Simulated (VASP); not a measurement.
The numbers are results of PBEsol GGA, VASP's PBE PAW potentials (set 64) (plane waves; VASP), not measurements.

VASP ran on this input.

INCAR:
```
# general
SYSTEM   =  RuAl
PREC     =  Accurate
ENCUT    =  400
LREAL    =  .FALSE.   # projection in real space or not
LASPH    =  .TRUE.   # aspherical one-centre terms

# electronic loop
EDIFF    =  1E-7   # SCF stop (eV)
NELM     =  100   # most electronic steps
ALGO     =  Normal   # blocked Davidson
LMAXMIX  =  4   # l cut-off of mixed one-centre charges

# smearing
ISMEAR   =  -5

# functional
GGA      =  PS   # PBEsol

# ions
ISIF     =  2   # forces and stress, cell fixed

# output
LWAVE    =  .FALSE.
LCHARG   =  .TRUE.
LORBIT   =  11
NEDOS    =  601
```

KPOINTS:
```
Automatic mesh
0
Gamma
14 14 14
0 0 0
```

### POSCAR
```
RuAl
4.9273580
  0.0000000000   0.5000000284   0.5000000284
  0.5000000284   0.0000000000   0.5000000284
  0.5000000284   0.5000000284   0.0000000000
Ru Al
1 1
Cartesian
  0.0000000000   0.0000000000   0.0000000000
  0.5000000284   0.5000000284   0.5000000284
```

POTCAR, in this order: Ru_pv Al (PBE.64 set). Program: vasp_std.

The run wrote:

OUTCAR:
```
 ion  position               nearest neighbor table
   1  0.000  0.000  0.000-   2 2.46   2 2.46   2 2.46   2 2.46   2 2.46   2 2.46
   2  0.500  0.500  0.500-   1 2.46   1 2.46   1 2.46   1 2.46   1 2.46   1 2.46
  LATTYP: Found a face centered cubic cell.
 ALAT       =     4.9273582796
 Subroutine PRICEL returns:
 Original cell was already a primitive cell.
 Subroutine GETGRP returns: Found 48 space group operations
The static configuration has the point symmetry O_h .
The dynamic configuration has the point symmetry O_h .
 Subroutine INISYM returns: Found 48 space group operations
 Subroutine IBZKPT returns following result:
 Found    104 irreducible k-points:

 Following reciprocal coordinates:
            Coordinates               Weight
  0.000000  0.000000  0.000000      1.000000
  0.071429  0.000000  0.000000      8.000000
  0.142857  0.000000  0.000000      8.000000
  0.214286  0.000000  0.000000      8.000000
  0.285714  0.000000  0.000000      8.000000
  0.357143  0.000000  0.000000      8.000000
  0.428571  0.000000  0.000000      8.000000
  0.500000  0.000000  0.000000      4.000000
  0.071429  0.071429  0.000000      6.000000
  0.142857  0.071429  0.000000     24.000000
  0.214286  0.071429  0.000000     24.000000
  0.285714  0.071429  0.000000     24.000000
  0.357143  0.071429  0.000000     24.000000
  0.428571  0.071429  0.000000     24.000000
  0.500000  0.071429  0.000000     24.000000
 -0.428571  0.071429  0.000000     24.000000
 -0.357143  0.071429  0.000000     24.000000
 -0.285714  0.071429  0.000000     24.000000
 -0.214286  0.071429  0.000000     24.000000
 -0.142857  0.071429  0.000000     24.000000
 -0.071429  0.071429  0.000000     12.000000
  0.142857  0.142857  0.000000      6.000000
  0.214286  0.142857  0.000000     24.000000
  0.285714  0.142857  0.000000     24.000000
  0.357143  0.142857  0.000000     24.000000
  0.428571  0.142857  0.000000     24.000000
  0.500000  0.142857  0.000000     24.000000
 -0.428571  0.142857  0.000000     24.000000
 -0.357143  0.142857  0.000000     24.000000
 -0.285714  0.142857  0.000000     24.000000
 -0.214286  0.142857  0.000000     24.000000
 -0.142857  0.142857  0.000000     12.000000
  0.214286  0.214286  0.000000      6.000000
  0.285714  0.214286  0.000000     24.000000
  0.357143  0.214286  0.000000     24.000000
  0.428571  0.214286  0.000000     24.000000
  0.500000  0.214286  0.000000     24.000000
 -0.428571  0.214286  0.000000     24.000000
 -0.357143  0.214286  0.000000     24.000000
 -0.285714  0.214286  0.000000     24.000000
   k-points           NKPTS =    104   k-points in BZ     NKDIM =    104   number of bands    NBANDS=     12
   number of dos      NEDOS =    601   number of ions     NIONS =      2
   total plane-waves  NPLWV =  13824
   dimension x,y,z NGX =    24 NGY =   24 NGZ =   24
   dimension x,y,z NGXF=    48 NGYF=   48 NGZF=   48
   ions per type =               1   1
   PREC   = accura    normal or accurate (medium, high low for compatibility)
   ISTART =      0    job   : 0-new  1-cont  2-samecut
   ICHARG =      2    charge: 1-file 2-atom 10-const
   ISPIN  =      1    spin polarized calculation?
   LNONCOLLINEAR =      F non collinear calculations
   LSORBIT =      F    spin-orbit coupling
   INIWAV =      1    electr: 0-lowe 1-rand  2-diag
   ENCUT  =  400.0 eV  29.40 Ry    5.42 a.u.   5.68  5.68  5.68*2*pi/ulx,y,z
   NELM   =    100;   NELMIN=  2; NELMDL= -5     # of ELM steps
   EDIFF  = 0.1E-06   stopping-criterion for ELM
   LREAL  =      F    real-space projection
   NLSPLINE    = F    spline interpolate recip. space projectors
   LMAXMIX     =    4 max onsite mixed and CHGCAR
...
```

File OSZICAR:
```
       N       E                     dE             d eps       ncg     rms          rms(c)
DAV:   1     0.802975891641E+02    0.80298E+02   -0.84273E+03  2792   0.106E+03
DAV:   2    -0.124862448466E+02   -0.92784E+02   -0.88430E+02  2832   0.289E+02
DAV:   3    -0.141308220198E+02   -0.16446E+01   -0.16146E+01  2856   0.393E+01
DAV:   4    -0.141483253784E+02   -0.17503E-01   -0.17483E-01  3040   0.406E+00
DAV:   5    -0.141487493122E+02   -0.42393E-03   -0.42288E-03  2996   0.526E-01    0.101E+01
DAV:   6    -0.138659873959E+02    0.28276E+00   -0.20844E+00  2652   0.157E+01    0.232E+00
DAV:   7    -0.138233604278E+02    0.42627E-01   -0.19488E-01  2600   0.505E+00    0.219E+00
DAV:   8    -0.138180615711E+02    0.52989E-02   -0.10746E-02  2660   0.756E-01    0.216E-01
DAV:   9    -0.138180208952E+02    0.40676E-04   -0.26820E-04  2964   0.163E-01    0.124E-01
DAV:  10    -0.138180202671E+02    0.62806E-06   -0.24602E-05  2868   0.588E-02    0.203E-02
DAV:  11    -0.138180185312E+02    0.17359E-05   -0.76194E-07  2884   0.100E-02    0.894E-03
DAV:  12    -0.138180182471E+02    0.28412E-06   -0.23969E-08  1588   0.182E-03    0.163E-03
DAV:  13    -0.138180182279E+02    0.19110E-07   -0.61485E-09  1356   0.733E-04
   1 F= -.13818018E+02 E0= -.13818018E+02  d E =0.000000E+00
```

OUTCAR:
```
------------------------ aborting loop because EDIFF is reached ----------------------------------------
  FORCE on cell =-STRESS in cart. coord.  units (eV):
  Direction    XX          YY          ZZ          XY          YZ          ZX
  --------------------------------------------------------------------------------------
  Total       -0.0154557     -0.0154557     -0.0154557     -0.0000000      0.0000000     -0.0000000
  in kB       -0.8279737     -0.8279737     -0.8279737     -0.0000000      0.0000000     -0.0000000
  external PRESSURE =      -0.8279737 kB  Pullay stress =       0.0000000 kB
  volume of cell :       29.91
      direct lattice vectors                 reciprocal lattice vectors
     0.000000000  2.463679140  2.463679140    -0.202948506  0.202948506  0.202948506
     2.463679140  0.000000000  2.463679140     0.202948506 -0.202948506  0.202948506
     2.463679140  2.463679140  0.000000000     0.202948506  0.202948506 -0.202948506
 POSITION                                       TOTAL-FORCE (eV/Angst)
 -----------------------------------------------------------------------------------
      0.00000      0.00000      0.00000        -0.000000      0.000000      0.000000
      2.46368      2.46368      2.46368         0.000000      0.000000      0.000000
 -----------------------------------------------------------------------------------
    total drift:                                0.000000     -0.000000     -0.000000
  FREE ENERGIE OF THE ION-ELECTRON SYSTEM (eV)
  ---------------------------------------------------
  free  energy   TOTEN  =       -13.8180182279 eV

  energy  without entropy=      -13.8180182279  energy(sigma->0) =      -13.81801823

 total charge

# of ion       s       p       d       tot
------------------------------------------
    1        0.262   6.168   6.401  12.831
    2        0.459   0.399   0.000   0.858
--------------------------------------------------
tot          0.720   6.567   6.401  13.689
```
(Selected blocks of OUTCAR.)

File OUTCAR:
```
 val. band max:        9.3374295171   @ k =  -0.3571   0.4286   0.1429

 cond. band min:       9.3328786739   @ k =   0.5000   0.2857   0.0714


 Fermi energy:         9.3311396991

 k-point     1 :       0.0000    0.0000    0.0000
  band No.  band energies     occupation
      1     -32.4578      2.00000
      2     -32.4578      2.00000
      3     -32.4578      2.00000
      4       0.1393      2.00000
      5       7.2482      2.00000
      6       7.2482      2.00000
      7       7.2482      2.00000
      8       7.5895      2.00000
      9       7.5895      2.00000
     10      16.0906      0.00000
     11      16.0906      0.00000
     12      16.0906      0.00000

 k-point     2 :       0.0714    0.0000    0.0000
  band No.  band energies     occupation
      1     -32.4617      2.00000
      2     -32.4584      2.00000
      3     -32.4584      2.00000
      4       0.2467      2.00000
      5       7.1768      2.00000
      6       7.2804      2.00000
      7       7.2804      2.00000
      8       7.5586      2.00000
      9       7.5586      2.00000
     10      15.7764      0.00000
     11      16.2336      0.00000
     12      16.2336      0.00000

 k-point     3 :       0.1429    0.0000    0.0000
  band No.  band energies     occupation
      1     -32.4729      2.00000
      2     -32.4601      2.00000
      3     -32.4601      2.00000
      4       0.5642      2.00000
      5       6.9759      2.00000
      6       7.2340      2.00000
      7       7.2340      2.00000
      8       7.6243      2.00000
      9       7.6243      2.00000
     10      14.9578      0.00000
     11      16.6239      0.00000
     12      16.6239      0.00000

 k-point     4 :       0.2143    0.0000    0.0000
  band No.  band energies     occupation
      1     -32.4888      2.00000
      2     -32.4629      2.00000
      3     -32.4629      2.00000
      4       1.0775      2.00000
      5       6.6746      2.00000
      6       7.0325      2.00000
...
```

For a metal the tetrahedron method with Blöchl corrections gives inexact stress and forces.

The structure was generated: RuAl was put into the rock salt type (Fm-3m), which need not be its known phase. It was relaxed first, which changed the volume by -38 %. The electron count is odd and the run is not spin-polarised, which forces a metal.
